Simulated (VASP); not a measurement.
Input:

```
CELL_PARAMETERS angstrom
      4.13054     0.00000     0.00000
      0.00000     4.13054     0.00000
      0.00000     0.00000     4.13054
ATOMIC_POSITIONS crystal
  La 0.00000 0.00000 0.00000
  B  0.80042 0.50000 0.50000
  B  0.50000 0.19958 0.50000
  B  0.50000 0.80042 0.50000
  B  0.19958 0.50000 0.50000
  B  0.50000 0.50000 0.80042
  B  0.50000 0.50000 0.19958
```

Level of theory: PBEsol GGA, VASP's PBE PAW potentials (set 64) (plane waves; VASP). Numerical set-up: 620 eV cut-off, 8×8×8 Γ-centred mesh, first-order Methfessel-Paxton smearing of 0.10 eV, potentials La B.

Task: What does the run give for the energy per atom (σ→0), band gap (on the k-mesh) with the smallest direct gap where there is one?

Result: 
- band gap (on the k-mesh) = none (metal, semimetal or under 0.01 eV)
- energy per atom (σ→0) = -710.5 kJ/mol of atoms

The compound is LaB6 in the cab6 structure. It was relaxed first. The electron count is odd and the run is not spin-polarised, which forces a metal.
